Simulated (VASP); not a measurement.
An input for Ansatz (written as the equivalent of a VASP run, and not itself run):

Ansatz 0.2 input:
```yaml
crystal:
  lattice:
    - [3.7532106, 0.0000000, 0.0000000]
    - [-1.8766053, 3.2503752, 0.0000000]
    - [0.0000000, 0.0000000, 6.1432944]
  atoms:
    - { symbol: Ag, position: [0.3333330, 0.6666670, 0.0005741] }
    - { symbol: Ag, position: [0.6666670, 0.3333330, 0.5005741] }
    - { symbol: F, position: [0.3333330, 0.6666670, 0.3744259] }
    - { symbol: F, position: [0.6666670, 0.3333330, 0.8744259] }
kpoints:
  mp_grid: { grid: [9, 9, 5] }
hamiltonian:
  xc: pbesol
  pseudopotentials: { kind: paw }
scf:
  occupations: { method: methfessel_paxton, width: 0.1 }
  max_iter: 100
relax:
  max_steps: 60
  f_tol: 0.02
  cell: {}
output: { forces: true, stress: true, eigenvalues: true }
```

Q: Write the VASP files for the same calculation (PBEsol).

A: Several could match; the one computed here: 
File POSCAR:
```
AgF
1
    3.7532105797     0.0000000000     0.0000000000
   -1.8766052899     3.2503751962     0.0000000000
    0.0000000000    -0.0000000000     6.1432944404
Ag F
2 2
Direct
  0.3333330000   0.6666670000   0.0005740818
  0.6666670000   0.3333330000   0.5005740818
  0.3333330000   0.6666670000   0.3744259182
  0.6666670000   0.3333330000   0.8744259182
```

**KPOINTS**
```
K-points
0
gamma
 9 9 5
```

**INCAR**
```
SYSTEM = AgF
PREC = Accurate
ENCUT = 520
EDIFF = 1E-6
NELM = 100
ALGO = Normal
LREAL = .FALSE.
LASPH = .TRUE.
ISMEAR = 1
SIGMA = 0.1
GGA = PS
LMAXMIX = 4
LWAVE = .FALSE.
LCHARG = .FALSE.
IBRION = 2
ISIF = 3
NSW = 60
EDIFFG = -0.02
```

POTCAR, in this order: Ag F (PBE.64 set). Program: vasp_std.

What does not carry over: each code has its own PAW files, so the cut-off isn't converted (ENCUT is set for VASP's; basis.ecutwfc is left out, and Ansatz then takes the one that its files recommend); Ansatz stops its SCF on the density residual and VASP on the energy change (EDIFF).

The structure was generated: AgF was put into the wurtzite type (P6_3mc), which need not be its known phase. It was relaxed first, which changed the volume by +48 %. The start is the result of an earlier pass.
